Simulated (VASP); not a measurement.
Method: revTPSS meta-GGA, VASP's PBE PAW potentials (set 64) (plane waves; VASP).

VASP ran on this input.

**KPOINTS**
```
Automatic mesh
0
Gamma
16 16 16
0 0 0
```

POSCAR:
```
Pt
1
    0.0000000000     1.9574525230     1.9574525230
    1.9574525230     0.0000000000     1.9574525230
    1.9574525230     1.9574525230     0.0000000000
Pt
1
Direct
  0.0000000000   0.0000000000   0.0000000000
```

**INCAR**
```
LMAXMIX=6
LASPH=T   ! aspherical one-centre terms
SIGMA=0.1
LWAVE=F
LMIXTAU=T
EDIFF=1E-7   ! SCF stop (eV)
ISMEAR=1   ! Methfessel-Paxton
NELM=100   ! most electronic steps
ENCUT=520
METAGGA=RTPSS
ALGO=Normal   ! blocked Davidson
SYSTEM=Pt
PREC=Accurate
LCHARG=F
LREAL=F   ! projection in real space or not
ISIF=2   ! forces and stress, cell fixed
```

POTCAR, in this order: Pt (PBE.64 set). Program: vasp_std.

Unless said otherwise, spin-orbit coupling is left out, though it shifts the bands of the heavy elements here.

Question: Predict the energy per atom (σ→0), band gap (on the k-mesh).

Answer: 
```yaml
energy per atom (σ→0): 34.573 eV/atom
band gap (on the k-mesh): none (metal, semimetal or under 0.01 eV)
```

### OSZICAR
```
...
DAV:   9     0.345765695960E+02    0.21694E-02   -0.19408E-03  2942   0.505E-01    0.475E-01
DAV:  10     0.345727833797E+02   -0.37862E-02   -0.23574E-02  2739   0.147E+00    0.167E-01
DAV:  11     0.345722870176E+02   -0.49636E-03   -0.15947E-03  2790   0.353E-01    0.815E-02
DAV:  12     0.345722290931E+02   -0.57924E-04   -0.28362E-04  2696   0.170E-01    0.182E-02
DAV:  13     0.345722228584E+02   -0.62347E-05   -0.46316E-05  2777   0.530E-02    0.149E-02
DAV:  14     0.345722207512E+02   -0.21072E-05   -0.91602E-07  2725   0.987E-03    0.591E-04
DAV:  15     0.345722207147E+02   -0.36447E-07   -0.12958E-07  2138   0.317E-03
   1 F= 0.34572221E+02 E0= 0.34572513E+02  d E =-.877299E-03
```

The compound is Pt in the fcc structure. It was relaxed first.
